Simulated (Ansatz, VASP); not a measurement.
## Cross-check of MoS2 between VASP and Ansatz

Aim: how closely do two programs agree when they are given the same cell, functional and k mesh? The cell is taken from a series of runs on this material, whose earlier steps may have relaxed, scaled, displaced or heated it; both programs get it as it stands.

Main program and level: Ansatz 0.2.0; plane waves, with VASP 6.6.1 beside it; G0W0 gap at PBEsol.

**1. Starting point**

The structure is hexagonal, space group P6_3/mmc (No. 194). The conventional cell has a = 3.169 Å, b = 3.169 Å, c = 12.324 Å, α = 90.00°, β = 90.00°, γ = 120.00°. Nearest to Mo lie 6 S at 2.41 Å. Nearest to S lie 3 Mo at 2.41 Å. Farther neighbours and most contacts between anions are not listed.

Coordinates:

```cif
data_structure
_symmetry_space_group_name_H-M 'P6_3/mmc'
_symmetry_Int_Tables_number 194
_cell_length_a 3.1690
_cell_length_b 3.1690
_cell_length_c 12.3240
_cell_angle_alpha 90.000
_cell_angle_beta 90.000
_cell_angle_gamma 120.000
_cell_volume 107.18
loop_
_atom_site_label
_atom_site_type_symbol
_atom_site_symmetry_multiplicity
_atom_site_Wyckoff_symbol
_atom_site_fract_x
_atom_site_fract_y
_atom_site_fract_z
_atom_site_occupancy
Mo1 Mo 2 c 0.33333 0.66667 0.25000 1
S1 S 4 f 0.33333 0.66667 0.62300 1
```

**2. VASP: G0W0 gap, PBEsol**

Quasiparticle shifts depend on high empty states and on the cores, so they are the hardest test of two PAW sets.

Lines of VASP's logs that name or quote its potential files are left out, and so is its time.

The run reads the wave functions of an earlier VASP run, which isn't shown here.

INCAR

```
SYSTEM = MoS2
PREC = Accurate
ENCUT = 370
ISMEAR = 0
SIGMA = 0.01
LREAL = .FALSE.
GGA = PS
NBANDS = 97
LASPH = .TRUE.
ALGO = EVGW0
NELMGW = 1
ENCUTGW = 114.29
NOMEGA = 64
PRECFOCK = Fast
NBANDSGW = 34
LWAVE = .FALSE.
LCHARG = .FALSE.
```

POSCAR

```
MoS2
1.0
    3.1690000000      0.0000000000      0.0000000000
   -1.5845000000      2.7444345046      0.0000000000
    0.0000000000      0.0000000000     12.3240000000
Mo S
2 4
Direct
    0.3333333333      0.6666666667      0.2500000000
    0.6666666667      0.3333333333      0.7500000000
    0.3333333333      0.6666666667      0.6230000000
    0.6666666667      0.3333333333      0.1230000000
    0.3333333333      0.6666666667      0.8770000000
    0.6666666667      0.3333333333      0.3770000000
```

KPOINTS

```
Automatic mesh
0
Gamma
3 3 1
0 0 0
```

Potentials, in the order of the species: Mo_sv_GW and S_GW (PBE family, release 64).

On the command line:

```console
$ export OMP_NUM_THREADS=6
$ mpirun -np 1 vasp_std
```

Numbers of over 12 decimals in the logs are rounded to 6 here.

Log:

```text
[banner, memory and clock lines left out]
running    1 mpi-ranks, on    1 nodes
 distrk:  each k-point on    1 cores,    1 groups
 distr:  one band on    1 cores,    1 groups
 Offloading initialized ...    1 GPUs detected
 POSCAR found type information on POSCAR MoS
 POSCAR found :  2 types and       6 ions
|                                                                             |
|               ----> ADVICE to this user running VASP <----                  |
|                                                                             |
|     You enforced a specific xc type in the INCAR file but a different       |
|     [... a line on the potential file left out ...]
|     I HOPE YOU KNOW WHAT YOU ARE DOING!                                     |
|                                                                             |

|                                                                             |
|           W    W    AA    RRRRR   N    N  II  N    N   GGGG   !!!           |
|           W    W   A  A   R    R  NN   N  II  NN   N  G    G  !!!           |
|           W    W  A    A  R    R  N N  N  II  N N  N  G       !!!           |
|           W WW W  AAAAAA  RRRRR   N  N N  II  N  N N  G  GGG   !            |
|           WW  WW  A    A  R   R   N   NN  II  N   NN  G    G                |
|           W    W  A    A  R    R  N    N  II  N    N   GGGG   !!!           |
|                                                                             |
|     The default for ENCUTGWSOFT is different in this version of VASP.       |
|     please manually set ENCUTGWSOFT =114.29 in the INCAR file.              |
|                                                                             |

 LDA part: xc-table for (Slater+PW92), standard interpolation
 found WAVECAR, reading the header
 POSCAR, INCAR and KPOINTS ok, starting setup
 FFT: planning ... GRIDC
 FFT: planning ... GRID_SOFT
 FFT: planning ... GRID
 reading WAVECAR
 the WAVECAR file was read successfully
 initial charge from wavefunction
 available memory per node:   1610.23 GB, setting MAXMEM to   1648872

 The Fermi energy was updated, please check that it is located mid-gap
 values below the HOMO (VB) or above the LUMO (CB) will cause erroneous energies
 E-fermi :   7.9375

 calculate exact exchange contribution
 the WAVEDER file was read successfully
|                                                                             |
|           W    W    AA    RRRRR   N    N  II  N    N   GGGG   !!!           |
|           W    W   A  A   R    R  NN   N  II  NN   N  G    G  !!!           |
|           W    W  A    A  R    R  N N  N  II  N N  N  G       !!!           |
|           W WW W  AAAAAA  RRRRR   N  N N  II  N  N N  G  GGG   !            |
|           WW  WW  A    A  R   R   N   NN  II  N   NN  G    G                |
|           W    W  A    A  R    R  N    N  II  N    N   GGGG   !!!           |
|                                                                             |
|     Automatic setting of frequency mesh for GW failed. Frequency mesh       |
|     properly not suitable for determining QP energies. Consider             |
|     increasing number of kpoints.                                           |
|                                                                             |

energies w=
    0.000    0.000    0.689    0.000    1.376    0.000    2.060    0.000
    2.740    0.000    3.413    0.000    4.080    0.000    4.739    0.000
    5.389    0.000    6.030    0.000    6.663    0.000    7.286    0.000
    7.901    0.000    8.508    0.000    9.107    0.000    9.699    0.000
   10.285    0.000   10.866    0.000   11.443    0.000   12.016    0.000
   12.588    0.000   13.159    0.000   13.731    0.000   14.305    0.000
   14.882    0.000   15.465    0.000   16.054    0.000   16.652    0.000
   17.260    0.000   17.881    0.000   18.516    0.000   19.169    0.000
   19.842    0.000   20.537    0.000   21.259    0.000   22.011    0.000
   22.797    0.000   23.624    0.000   24.496    0.000   25.418    0.000
   26.399    0.000   27.448    0.000   28.576    0.000   29.793    0.000
   31.116    0.000   32.562    0.000   34.152    0.000   35.915    0.000
   37.882    0.000   40.095    0.000   42.610    0.000   45.494    0.000
   48.841    0.000   52.776    0.000   57.469    0.000   63.167    0.000
   70.230    0.000   79.211    0.000   91.005    0.000  107.159    0.000
  130.601    0.000  167.624    0.000  234.664    0.000  392.562    0.000
 responsefunction array rank=     303
 LDA part: xc-table for (Slater+PW92), standard interpolation

 min. memory requirement per mpi rank    297.8 MB, per node    297.8 MB

 allocating  64 responsefunctions rank=   303
 shmem allocating  64 responsefunctions rank=   303
 response function shared by NCSHMEM nodes    1
 Doing            64  frequencies on each core in blocks of            64
NQ=   1    0.0000    0.0000    0.0000,
|.........|.........|.........|.........|.........|.........|.........|.........
 performed         53000 updates of chi_q(r,r)
 total number of BLAS operations         35.92 Gflops
NQ=   2    0.3333    0.0000    0.0000,
|.........|.........|.........|.........|.........|.........|.........|.........
 performed        145000 updates of chi_q(r,r)
 total number of BLAS operations        100.38 Gflops
NQ=   3    0.3333    0.3333    0.0000,
|.........|.........|.........|.........|.........|.........|.........|.........
 performed        211000 updates of chi_q(r,r)
 total number of BLAS operations        149.01 Gflops
 resolving degeneracies of screened two electron integrals

 calculate QP shifts <psi_nk| G(iteration)W_0 |psi_nk>: iteration 1
 entering main loop
```

From OUTCAR (step 2):

```text
ion  position               nearest neighbor table
   1  0.333  0.667  0.250-   4 2.41   6 2.41   4 2.41   6 2.41   4 2.41   6 2.41
   2  0.667  0.333  0.750-   3 2.41   5 2.41   3 2.41   5 2.41   3 2.41   5 2.41
   3  0.333  0.667  0.623-   2 2.41   2 2.41   2 2.41
   4  0.667  0.333  0.123-   1 2.41   1 2.41   1 2.41
   5  0.333  0.667  0.877-   2 2.41   2 2.41   2 2.41
   6  0.667  0.333  0.377-   1 2.41   1 2.41   1 2.41

  LATTYP: Found a hexagonal cell.
 ALAT       =     3.1690000000
 C/A-ratio  =     3.8889239508

 Subroutine GETGRP returns: Found 24 space group operations
 (whereof 12 operations were pure point group operations)

The static configuration has the point symmetry D_3d.
 The point group associated with its full space group is D_6h.

 Found      3 irreducible k-points:

   k-points           NKPTS =      3   k-points in BZ     NKDIM =      9   number of bands    NBANDS=     97

   dimension x,y,z NGX =    20 NGY =   20 NGZ =   80
   dimension x,y,z NGXF=    40 NGYF=   40 NGZF=  160

   ENCUT  =  370.0 eV  27.19 Ry    5.21 a.u.   4.97  4.97 19.33*2*pi/ulx,y,z

   NELECT =      52.0000    total number of electrons

  energy-cutoff  :      370.00
  volume of cell :      107.18
      direct lattice vectors                 reciprocal lattice vectors
     3.169000000  0.000000000  0.000000000     0.315556958  0.182186895 -0.000000000
    -1.584500000  2.744434505  0.000000000     0.000000000  0.364373789  0.000000000
     0.000000000  0.000000000 12.324000000     0.000000000 -0.000000000  0.081142486

 k-points in reciprocal lattice and weights: Automatic mesh
   0.00000000  0.00000000  0.00000000       0.111
   0.33333333  0.00000000  0.00000000       0.667
   0.33333333  0.33333333  0.00000000       0.222

 E-fermi :   7.9375

 QP shifts <psi_nk| G(iteration)W_0 |psi_nk>: iteration 1
 for sc-GW calculations column KS-energies equals QP-energies in previous step
 and V_xc(KS)=  KS-energies - (<T + V_ion + V_H > + <T+V_H+V_ion>^1  + <V_x>^1)
 k-point   1 :       0.0000    0.0000    0.0000
  band No.  KS-energies  QP-energies   sigma(KS)   V_xc(KS)     V^pw_x(r,r')   Z            occupation Imag(sigma)
    ...
     23       5.2771       5.7787     -15.4102     -16.0812     -17.9895       0.7476       2.0000       0.2107
     24       6.2024       6.2993     -13.6389     -13.7669     -16.4557       0.7569       2.0000       0.2093
     25       6.2195       6.7797     -14.5391     -15.2871     -16.3716       0.7489       2.0000       0.1739
     26       7.3981       8.0285     -15.4147     -16.2566     -17.0298       0.7488       2.0000       0.1263
     27       9.4953      10.7198     -14.0245     -15.6516     -10.6457       0.7526       0.0000      -0.2160
     28       9.4953      10.7198     -14.0245     -15.6516     -10.6457       0.7526       0.0000      -0.2160
     29       9.5209      10.7323     -13.9364     -15.5459     -10.5559       0.7527       0.0000      -0.2163
     30       9.5209      10.7323     -13.9364     -15.5459     -10.5559       0.7527       0.0000      -0.2163
    ...

 k-point   2 :       0.3333    0.0000    0.0000
  band No.  KS-energies  QP-energies   sigma(KS)   V_xc(KS)     V^pw_x(r,r')   Z            occupation Imag(sigma)
    ...
     23       5.3402       5.4667     -13.8118     -13.9816     -16.7781       0.7457       2.0000       0.2404
     24       5.4568       5.7668     -14.5143     -14.9281     -17.2811       0.7489       2.0000       0.2235
     25       5.5998       6.0976     -14.2807     -14.9437     -16.4500       0.7509       2.0000       0.2062
     26       5.8648       6.4076     -14.6444     -15.3688     -16.7594       0.7493       2.0000       0.1917
     27       8.7881      10.0058     -14.4351     -16.0581     -11.0957       0.7503       0.0000      -0.2154
     28       8.9476      10.2914     -15.2423     -17.0502     -11.9544       0.7433       0.0000      -0.2191
     29       9.1058      10.4510     -15.3261     -17.1407     -11.9896       0.7413       0.0000      -0.2289
     30       9.5241      10.8058     -15.0389     -16.7654     -11.5467       0.7424       0.0000      -0.2614
    ...

 k-point   3 :       0.3333    0.3333    0.0000
  band No.  KS-energies  QP-energies   sigma(KS)   V_xc(KS)     V^pw_x(r,r')   Z            occupation Imag(sigma)
    ...
     23       4.6956       4.8671     -14.2799     -14.5119     -17.4842       0.7392       2.0000       0.2782
     24       4.6956       4.8671     -14.2799     -14.5119     -17.4842       0.7392       2.0000       0.2782
     25       6.6837       7.3339     -15.1634     -16.0325     -16.9740       0.7481       2.0000       0.1536
     26       6.8546       7.5382     -15.4888     -16.4028     -17.2919       0.7479       2.0000       0.1470
     27       8.4769       9.8448     -15.5972     -17.4450     -12.2648       0.7403       0.0000      -0.2129
     28       8.4769       9.8448     -15.5972     -17.4450     -12.2648       0.7403       0.0000      -0.2129
     29       9.1767      10.3550     -12.9326     -14.4717      -9.4558       0.7656       0.0000      -0.2092
     30      10.2576      11.6277     -14.3122     -16.1454     -10.4822       0.7474       0.0000      -0.2758
    ...
```

**3. Ansatz: G0W0 gap, PBEsol**

Ansatz runs on its default PAW (the set named soft_2) files.

The same cell, functional and mesh now go to Ansatz, which takes its cutoff from its data sets.

input.yaml

```yaml
crystal:
  lattice:
    - [3.169, 0.0, 0.0]
    - [-1.5845, 2.7444345046, 0.0]
    - [0.0, 0.0, 12.324]
  atoms:
    - { symbol: Mo, position: [0.3333333333, 0.6666666667, 0.25] }
    - { symbol: Mo, position: [0.6666666667, 0.3333333333, 0.75] }
    - { symbol: S, position: [0.3333333333, 0.6666666667, 0.623] }
    - { symbol: S, position: [0.6666666667, 0.3333333333, 0.123] }
    - { symbol: S, position: [0.3333333333, 0.6666666667, 0.877] }
    - { symbol: S, position: [0.6666666667, 0.3333333333, 0.377] }
kpoints:
  mp_grid: { grid: [3, 3, 1] }
hamiltonian:
  xc: pbesol
scf:
  occupations: { method: fixed }
gw:
  n_empty_bands: 71
  ecut_chi: 114.29
  qp_bands: [v2, c2]
  qp_kpoints: [[0.0, 0.0, 0.0], [0.3333333333333, 0.3333333333333, 0.0]]
  screening: { model: contour_deformation }
```

On the command line:

```console
$ ansatz run input.yaml --threads 4 --pin off --max-ram 7372MiB --backend cpu --events-out ev --progress --plain --runs-dir out
```

Log:

```text
Engine: ansatz 0.2.0, aarch64-unknown-linux-gnu
Pseudopotentials: kind: paw
Pseudopotential: Mo, paw, valence charge 14, recommended cutoff 420 eV (normal), Mo.paw.azcp
Pseudopotential: S, paw, valence charge 6, recommended cutoff 420 eV (normal), S.paw.azcp
Functional definition: PBEsol
  exchange = pbesol_x
  correlation = pbesol_c
Crystal: 6 atoms, lattice volume = 107.183 Å³
Basis set: ecut = 420 eV, 2081 PW (Γ)
Bands: 32, of which v1, the nominal top of the filled ones, is band 26 counted from 1 (25 counted from 0)
Symmetry: 24 space group operations
Space group: P63/mmc (ITA 194), of the structure as read, at distance tolerance 4.8e-5 Å
k-points: 3 of 9
Non-local potential: Mo, projectors of the file, l = 0: 3, l = 1: 2, l = 2: 2, l = 3: 1
Non-local potential: S, projectors of the file, l = 0: 2, l = 1: 2, l = 2: 2
PAW form: soft (Blöchl's): semilocal exchange-correlation on the pseudo side does not see the compensation charge
PAW frozen core: Mo, regenerated for the run's functional, and the local potential with it (the file was generated under x = pbe(κ = 0.804, μ = 0.219515), c = pbe(β = 0.066725))
PAW frozen core: S, regenerated for the run's functional, and the local potential with it (the file was generated under x = pbe(κ = 0.804, μ = 0.219515), c = pbe(β = 0.066725))
PAW one-centre angular grid: Mo, 590 points (default); XC on 64 Gauss nodes
PAW one-centre angular grid: S, 110 points (default); XC on 64 Gauss nodes
Initial density: superposition of atomic densities (neutral atoms: chi_scale 0, normalization atom), corrected by the library's trained network
Initial wavefunctions: pseudopotential atomic-orbital guess
Functional: x = pbesol(κ = 0.804, μ = 0.123457), c = pbesol(β = 0.046)
SCF iter   1: F=—  HF=-13340.317630 eV  |F-HF|=—  |Δ(HF+E_count)|=         —  Δρ=1.03e-2  dr2=1.90e-1  ethr=1.77e-3  ⟨swp⟩=5.0  Hψ=353  notcnv=0  defer=8
preconditioner: auto → Resta (q_TF=auto, 2.418 Å⁻¹)  ε∞=8.7  [insulator: Δε(μ)=1.009 eV  Ē_g=7.767 eV  n_scr=26 (ndim 8)  ℏωp=21.5 eV  f_vac=0.016  ε∞_Penn≈8.7]
SCF iter   2: F=—  HF=-13340.301061 eV  |F-HF|=—  |Δ(HF+E_count)|=   1.66e-2  Δρ=4.86e-3  dr2=2.37e-2  ethr=3.65e-4  ⟨swp⟩=2.3  Hψ=142  notcnv=0  defer=10
SCF iter   3: F=—  HF=-13340.299235 eV  |F-HF|=—  |Δ(HF+E_count)|=   1.83e-3  Δρ=2.58e-3  dr2=3.87e-3  ethr=4.56e-5  ⟨swp⟩=2.0  Hψ=132  notcnv=0  defer=12
SCF iter   4: F=—  HF=-13340.299929 eV  |F-HF|=—  |Δ(HF+E_count)|=   6.94e-4  Δρ=5.56e-4  dr2=2.54e-4  ethr=7.45e-6  ⟨swp⟩=2.0  Hψ=135  notcnv=0  defer=12
SCF iter   5: F=—  HF=-13340.300020 eV  |F-HF|=—  |Δ(HF+E_count)|=   9.05e-5  Δρ=8.71e-5  dr2=1.54e-5  ethr=4.88e-7  ⟨swp⟩=2.0  Hψ=135  notcnv=0  defer=5
SCF iter   6: F=—  HF=-13340.300030 eV  |F-HF|=—  |Δ(HF+E_count)|=   9.76e-6  Δρ=2.18e-5  dr2=1.23e-6  ethr=2.96e-8  ⟨swp⟩=2.0  Hψ=148  notcnv=0  defer=3
SCF iter   7: F=-13340.300031 eV  HF=-13340.300030 eV  |F-HF|=2.24e-8  |Δ(HF+E_count)|=   8.44e-7  Δρ=4.51e-6  dr2=2.45e-8  ethr=1.92e-10  ⟨swp⟩=7.0  Hψ=378  notcnv=0
SCF 1 converged in 7 iterations: F = -13340.300031 eV  dr2 = 2.45e-8
  greatest PAW one-centre occupation: 0.999 electrons in one spin orbital (limit 2), on the Mo atom at site 1 (counted from 0), in its partial waves of l = 0
NSCF: frozen V_eff on 3 k-points
G₀W₀ screening: q 1/3
[... further progress lines ...]
NSCF: frozen V_eff on 1 k-points
NSCF: frozen V_eff on 1 k-points
[...]
SCF converged after 7 iterations
Free energy (F): -13340.300031 eV
Harris-Foulkes:  -13340.300030 eV  (|F-HF|=2.24e-8)
Internal energy: -13340.300031 eV  (E = F + TS)
E sigma→0 (E₀):  -13340.300031 eV
Fermi energy:    10.824916 eV
--- Per-component energies (eV) ---
  E_band       = -313.876398
  E_kinetic    = 1310.177230
  E_local      = -3927.982025  (includes V_loc(G=0)·N_el)
  E_nonlocal   = 403.146964
  E_hartree    = 1509.048619
  E_xc         = -750.351408
  E_vxc        = -807.860358  (∫ρ·V_xc dr)
  E_paw        = -8623.789433  (= ΣΔE_a)
  E_vpaw       = -309.455720  (= ΣTr[D̂ρ^β])
  E_aug_tail   = 0.000073  (compensation charges beyond the density's cutoff)
  E_ewald      = -3261.216446
  E_core_change = 0.666396  (= ΣΔE_core)
  E_smearing   = -0.000000  (= −TS)
  E_closure    = -0.000000  (closes the sum)
  Σ components = -13340.300031   (vs F -13340.300031, Δ=0.00e0)
--- Band table (eV) ---
  k-point 0: bands = [... 22 lower, 8.7070, 9.6306, 9.6478, 10.8249, 12.9235, 12.9235, 12.9495, 12.9495, ... 2 higher]
  k-point 1: bands = [... 22 lower, 8.7688, 8.8861, 9.0285, 9.2930, 12.2152, 12.3745, 12.5326, 12.9508, ... 2 higher]
  k-point 2: bands = [... 22 lower, 8.1243, 8.1243, 10.1114, 10.2826, 11.9033, 11.9033, 12.6060, 13.6856, ... 2 higher]
--- G₀W₀: contour deformation, 7 samples at zero and on the imaginary axis and 1 off it, 9 q-points, 71 empty bands' worth ---
  eigenvalues of the whole cell's RPA ε∞ on this k-mesh (on a slab, of 1 + 4πα/V) = 6.3951, 18.6500, 18.6500; static W/v taken at q = 0 is 0.053196
    ik  band        ε_KS         Σx   Σc(E_QP)       V_xc       Z   E_QP_lin       E_QP  E_QP is
     0    25      9.6478   -18.6512     1.6900   -17.5593  0.7226    10.2386    10.2460  root
     0    26     10.8249   -19.9265     1.4347   -19.1445  0.7274    11.4723    11.4776  root
     0    27     12.9235   -13.5192    -3.9344   -18.5213  0.7321    14.0347    13.9911  root
     0    28     12.9235   -13.5192    -3.9344   -18.5213  0.7321    14.0347    13.9911  root
     2    25     10.1114   -19.5308     1.6271   -18.5796  0.7271    10.7798    10.7872  root
     2    26     10.2826   -19.9969     1.6070   -19.0973  0.7269    10.9824    10.9901  root
     2    27     11.9033   -15.3744    -3.9771   -20.5453  0.7170    13.1550    13.0972  root
     2    28     11.9033   -15.3744    -3.9771   -20.5453  0.7170    13.1550    13.0972  root
```

**4. Comparison**

Known differences besides the potentials themselves: fixed occupations in Ansatz, narrow Gaussian smearing in VASP; the cutoff is 420 eV in Ansatz and 370 eV in VASP; Ansatz makes its cores anew for this functional, VASP keeps those of its PBE data sets; Ansatz integrates over frequency by contour deformation, VASP on a grid of NOMEGA points; Ansatz's G0W0 levels solve the quasiparticle equation, VASP's are linearised. Total energies have different zeros and are not compared.

Compared:

```csv
quantity,Ansatz,VASP,difference
G0W0 gap on the mesh (eV),1.62,1.82,-0.20
Kohn-Sham gap under it (eV),1.08,1.08,0.00
```

VASP's log warns that its frequency grid doesn't suit quasiparticle energies on this mesh.

**5. Outcome**

| Quantity | Value |
| --- | --- |
| difference in G0W0 gap on the mesh (G0W0 gap, PBEsol) | -0.20 eV |

The difference in G0W0 gap on the mesh is -0.20 eV (G0W0 gap, PBEsol). Part of the difference in the G0W0 gap can come from VASP's linearised levels. Such differences can come from data sets, numerical settings and the points named under the comparisons, not from the functional's error against experiment.

[Lines on the potential files, build, host, timing and source positions are cut from VASP's logs without a mark.]

[Logs are printed without paths, hosts, clocks, repeated set-up lines and the standing remarks that a program may print on its own settings, such as how far it seeks lower states.]

[Hosts, paths, dates, database ids (printed as entryN), source tags and the programs' standing remarks are cut or masked in the printed files.]
